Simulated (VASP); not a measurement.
Computed with PBE GGA, VASP's PBE PAW potentials (set 64) (plane waves; VASP).

VASP ran on this input.

File POSCAR:
```
Er2Te3
1
    4.8691550000     0.0000000000     0.0000000000
   -2.4345780000     4.2168120000     0.0000000000
    0.0000000000     0.0000000000     7.5868810000
Er Te
2 3
Direct
  0.3333330000   0.6666670000   0.2467000000
  0.6666670000   0.3333330000   0.7533000000
  0.0000000000   0.0000000000   0.0000000000
  0.3333330000   0.6666670000   0.6470000000
  0.6666670000   0.3333330000   0.3530000000
```

INCAR:
```
SYSTEM = Er2Te3
PREC = Accurate
ENCUT = 400
EDIFF = 1E-6
NELM = 100
ALGO = Normal
LREAL = .FALSE.
LASPH = .TRUE.
ISMEAR = 0
SIGMA = 0.05
GGA = PE
LMAXMIX = 6
LWAVE = .FALSE.
LCHARG = .FALSE.
ISIF = 2
```

### KPOINTS
```
kpoints
0
gamma
 10 10 6
```

POTCAR, in this order: Er_3 Te (PBE.64 set). Program: vasp_std.

The 4f electrons are frozen in the core of the lanthanide potential, so 4f levels, which can set the real gap, and their magnetism are missing.

Problem. What does the run give for the energy per atom (σ→0), pressure, largest force?

Solution. 
```json
{
  "energy per atom (σ→0)": "-4.808 eV/atom",
  "pressure": "4.05 GPa",
  "largest_force": "0.02793 Ry/bohr"
}
```

### OSZICAR
```
...
DAV:   9    -0.240391937474E+02   -0.12878E-02   -0.10185E-02  5188   0.737E-01    0.311E-01
DAV:  10    -0.240393921713E+02   -0.19842E-03   -0.10585E-03  6044   0.403E-01    0.105E-01
DAV:  11    -0.240395896224E+02   -0.19745E-03   -0.19041E-04  4212   0.862E-02    0.394E-02
DAV:  12    -0.240396309981E+02   -0.41376E-04   -0.57630E-05  4816   0.556E-02    0.335E-02
DAV:  13    -0.240396379142E+02   -0.69161E-05   -0.11207E-05  4440   0.234E-02    0.724E-03
DAV:  14    -0.240396389941E+02   -0.10799E-05   -0.20630E-06  3392   0.110E-02    0.442E-03
DAV:  15    -0.240396392113E+02   -0.21716E-06   -0.65646E-07  2912   0.894E-03
   1 F= -.24039639E+02 E0= -.24039639E+02  d E =-.798099E-10
```

The structure was generated: Er2Te3 was put into the A-La2O3 type (P-3m1), which need not be its known phase. The cell was not relaxed at this level. The run is one of a series of settings (KPOINTS 10×10×6 Γ-centred mesh against the base run), some of them coarse on purpose.
